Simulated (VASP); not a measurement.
Output of a VASP run:

### OSZICAR
```
       N       E                     dE             d eps       ncg     rms          rms(c)
DAV:   1     0.243928174296E+03    0.24393E+03   -0.14739E+04  2152   0.104E+03
DAV:   2    -0.346728013559E+02   -0.27860E+03   -0.26997E+03  2133   0.309E+02
DAV:   3    -0.519990079393E+02   -0.17326E+02   -0.16263E+02  2455   0.972E+01
DAV:   4    -0.526837214802E+02   -0.68471E+00   -0.67742E+00  2556   0.185E+01
DAV:   5    -0.527159437574E+02   -0.32222E-01   -0.32204E-01  3093   0.334E+00    0.258E+01
DAV:   6    -0.228505525388E+03   -0.17579E+03   -0.15791E+03  4144   0.351E+02    0.199E+02
DAV:   7    -0.976607088296E+02    0.13084E+03   -0.65586E+02  3236   0.117E+02    0.647E+01
DAV:   8    -0.105980624208E+03   -0.83199E+01   -0.35757E+02  3416   0.220E+02    0.638E+01
DAV:   9    -0.436762602143E+02    0.62304E+02   -0.22163E+02  3259   0.956E+01    0.163E+01
DAV:  10    -0.504782205573E+02   -0.68020E+01   -0.61185E+01  3136   0.801E+01    0.221E+01
DAV:  11    -0.460782169015E+02    0.44000E+01   -0.17964E+01  2997   0.551E+01    0.573E+00
DAV:  12    -0.462503814560E+02   -0.17216E+00   -0.12109E+01  3237   0.261E+01    0.167E+01
DAV:  13    -0.456057854772E+02    0.64460E+00   -0.12134E+01  3212   0.288E+01    0.932E+00
DAV:  14    -0.452744848457E+02    0.33130E+00   -0.11313E+00  3093   0.141E+01    0.643E+00
DAV:  15    -0.454586550243E+02   -0.18417E+00   -0.42024E-01  2904   0.891E+00    0.841E+00
DAV:  16    -0.451729836330E+02    0.28567E+00   -0.19377E-01  2765   0.706E+00    0.613E+00
DAV:  17    -0.449518975871E+02    0.22109E+00   -0.42669E-01  2716   0.718E+00    0.279E+00
DAV:  18    -0.449386501384E+02    0.13247E-01   -0.21231E-02  1342   0.129E+00    0.224E+00
DAV:  19    -0.449285659115E+02    0.10084E-01   -0.15349E-02  1354   0.109E+00    0.172E+00
DAV:  20    -0.449201518253E+02    0.84141E-02   -0.75903E-02  2091   0.282E+00
   1 F= -.44920152E+02 E0= -.44834984E+02  d E =-.170336E+00
```

**OUTCAR**
```
------------------------ aborting loop because EDIFF is reached ----------------------------------------
  FORCE on cell =-STRESS in cart. coord.  units (eV):
  Direction    XX          YY          ZZ          XY          YZ          ZX
  --------------------------------------------------------------------------------------
  Total       -4.4606766     -4.4606766     -2.6184320      0.0000000      0.0000000      0.0000000
  in kB      -39.8005531    -39.8005531    -23.3630570      0.0000000      0.0000000      0.0000000
  external PRESSURE =     -34.3213877 kB  Pullay stress =       0.0000000 kB
  volume of cell :      179.57
      direct lattice vectors                 reciprocal lattice vectors
     2.856282000  0.000000000  0.000000000     0.350105487  0.000000000  0.000000000
     0.000000000  2.856282000  0.000000000     0.000000000  0.350105487  0.000000000
     0.000000000  0.000000000 22.010000000     0.000000000  0.000000000  0.045433894
 POSITION                                       TOTAL-FORCE (eV/Angst)
 -----------------------------------------------------------------------------------
      1.42814      1.42814      5.99999        -0.000000      0.000000      0.376414
      1.42814      1.42814      8.85999        -0.000000      0.000000      0.117064
      1.42814      1.42814     11.71999        -0.000000      0.000000      0.094729
      1.42814      1.42814     14.58000        -0.000000      0.000000      0.619652
      0.00000      0.00000      7.43000        -0.000000      0.000000     -0.492871
      0.00000      0.00000     10.29001        -0.000000      0.000000      0.103028
      0.00000      0.00000     13.15001        -0.000000     -0.000000     -0.196824
      0.00000      0.00000     16.01001         0.000000     -0.000000     -0.621192
 -----------------------------------------------------------------------------------
    total drift:                               -0.000000      0.000000     -0.293650
  FREE ENERGIE OF THE ION-ELECTRON SYSTEM (eV)
  ---------------------------------------------------
  free  energy   TOTEN  =       -44.9201518253 eV

  energy  without entropy=      -44.7498155710  energy(sigma->0) =      -44.83498370
```
(Selected blocks of OUTCAR.)

**POSCAR**
```
AlCo
1
    2.8562820000     0.0000000000     0.0000000000
    0.0000000000     2.8562820000     0.0000000000
    0.0000000000     0.0000000000    22.0100000000
Al Co
4 4
Direct
  0.5000000000   0.5000000000   0.2726030000
  0.5000000000   0.5000000000   0.4025440000
  0.5000000000   0.5000000000   0.5324850000
  0.5000000000   0.5000000000   0.6624260000
  0.0000000000   0.0000000000   0.3375740000
  0.0000000000   0.0000000000   0.4675150000
  0.0000000000   0.0000000000   0.5974560000
  0.0000000000   0.0000000000   0.7273970000
```

Question: Write an INCAR and KPOINTS that could have produced this output.

Answer: One answer among several that fit: the input of the run itself, PBE GGA, plane waves, VASP's PBE PAW potentials (set 64).

INCAR:
```
SYSTEM = AlCo
PREC = Accurate; ENCUT = 300; LREAL = .FALSE.
LASPH = .TRUE.
EDIFF = 1E-02; NELM = 100; ALGO = Normal
LMAXMIX = 4
ISMEAR = 0; SIGMA = 0.2
GGA = PE
ISIF = 2
LWAVE = .FALSE.; LCHARG = .FALSE.
DIPOL = 0.5 0.5 0.5
LDIPOL = .TRUE.; IDIPOL = 3
```

### KPOINTS
```
Automatic mesh
0
Gamma
15 15 1
0 0 0
```

POTCAR, in this order: Al Co (PBE.64 set). Program: vasp_std.

At this cut-off the stress carries a Pulay error, which pulls relaxed volumes low. The cell holds a wide vacuum, so values per volume refer to the whole cell.

The cell is a sheet with vacuum, built from a generated structure. The run is not spin-polarised, so no magnetic state was tried.
